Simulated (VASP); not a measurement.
A convergence study with VASP on BN (hex): one setting is varied, all else stays as given below, so the limit is that of these other settings.

```
BN
1.0
    1.25200    -2.16853     0.00000
    1.25200     2.16853     0.00000
    0.00000     0.00000     6.66000
B N
2 2
Direct
  0.33333   0.66667   0.25000
  0.66667   0.33333   0.75000
  0.66667   0.33333   0.25000
  0.33333   0.66667   0.75000
```

Level of theory: LDA (Ceperley-Alder, Perdew-Zunger), VASP's LDA PAW potentials (set 64) (plane waves; VASP). The tightest run used: 700 eV cut-off, 19×19×7 Γ-centred mesh, tetrahedra with Blöchl corrections, potentials B N.

**Question.** The settings run are 4×4×1 mesh; 5×5×2 mesh; 6×6×2 mesh; 7×7×3 mesh; 8×8×3 mesh; 9×9×3 mesh; 10×10×4 mesh; 11×11×4 mesh; 12×12×4 mesh; 13×13×5 mesh; 14×14×5 mesh; 15×15×5 mesh; 16×16×6 mesh; 17×17×6 mesh; 18×18×7 mesh; 19×19×7 mesh. From which on does the energy per atom stay within 0.01 eV/atom of the tightest run?

**Answer.** From 5×5×2 mesh on: it is off by 0.0037 there and by no more than 0.01 in any finer run, while 4×4×1 mesh is off by 0.0357.
```json
[
 {"setting": "4×4×1 mesh", "E (eV/atom)": "-9.6105", "pressure (GPa)": "-3.55", "irreducible k-points": "4", "difference judged (eV/atom)": "0.0357"},
 {"setting": "5×5×2 mesh", "E (eV/atom)": "-9.6425", "pressure (GPa)": "-4.33", "irreducible k-points": "10", "difference judged (eV/atom)": "0.0037"},
 {"setting": "6×6×2 mesh", "E (eV/atom)": "-9.6459", "pressure (GPa)": "-4.38", "irreducible k-points": "14", "difference judged (eV/atom)": "0.0003"},
 {"setting": "7×7×3 mesh", "E (eV/atom)": "-9.6461", "pressure (GPa)": "-4.38", "irreducible k-points": "16", "difference judged (eV/atom)": "0.0001"},
 {"setting": "8×8×3 mesh", "E (eV/atom)": "-9.6462", "pressure (GPa)": "-4.38", "irreducible k-points": "20", "difference judged (eV/atom)": "0.0000"},
 {"setting": "9×9×3 mesh", "E (eV/atom)": "-9.6462", "pressure (GPa)": "-4.38", "irreducible k-points": "24", "difference judged (eV/atom)": "0.0000"},
 {"setting": "10×10×4 mesh", "E (eV/atom)": "-9.6462", "pressure (GPa)": "-4.38", "irreducible k-points": "42", "difference judged (eV/atom)": "0.0000"},
 {"setting": "11×11×4 mesh", "E (eV/atom)": "-9.6462", "pressure (GPa)": "-4.38", "irreducible k-points": "48", "difference judged (eV/atom)": "0.0000"},
 {"setting": "12×12×4 mesh", "E (eV/atom)": "-9.6462", "pressure (GPa)": "-4.38", "irreducible k-points": "57", "difference judged (eV/atom)": "0.0000"},
 {"setting": "13×13×5 mesh", "E (eV/atom)": "-9.6462", "pressure (GPa)": "-4.38", "irreducible k-points": "63", "difference judged (eV/atom)": "0.0000"},
 {"setting": "14×14×5 mesh", "E (eV/atom)": "-9.6462", "pressure (GPa)": "-4.38", "irreducible k-points": "72", "difference judged (eV/atom)": "0.0000"},
 {"setting": "15×15×5 mesh", "E (eV/atom)": "-9.6462", "pressure (GPa)": "-4.38", "irreducible k-points": "81", "difference judged (eV/atom)": "0.0000"},
 {"setting": "16×16×6 mesh", "E (eV/atom)": "-9.6462", "pressure (GPa)": "-4.38", "irreducible k-points": "120", "difference judged (eV/atom)": "0.0000"},
 {"setting": "17×17×6 mesh", "E (eV/atom)": "-9.6462", "pressure (GPa)": "-4.38", "irreducible k-points": "132", "difference judged (eV/atom)": "0.0000"},
 {"setting": "18×18×7 mesh", "E (eV/atom)": "-9.6462", "pressure (GPa)": "-4.38", "irreducible k-points": "148", "difference judged (eV/atom)": "0.0000"},
 {"setting": "19×19×7 mesh", "E (eV/atom)": "-9.6462", "pressure (GPa)": "-4.38", "irreducible k-points": "160", "difference judged (eV/atom)": "0.0000"}
]
```

Left out are rungs that failed or repeat a setting and relaxations that didn't move; long series are thinned to 24 rows.

The compound is BN in the hex structure. The cell was not relaxed at this level.
